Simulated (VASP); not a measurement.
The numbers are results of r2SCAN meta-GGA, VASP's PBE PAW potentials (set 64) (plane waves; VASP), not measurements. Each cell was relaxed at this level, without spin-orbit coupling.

### Question
Which of these comes out without a gap?
(A) Be, P6_3/mmc (194)
(B) BP, F-43m (216)
(C) La2O3, P-3m1 (164)
(D) SiO2, P3_221 (154)

### Answer
A, Be, P6_3/mmc (194). The others have gaps of 4.24 eV (La2O3, P-3m1 (164)), 1.45 eV (BP, F-43m (216)), 6.58 eV (SiO2, P3_221 (154)).
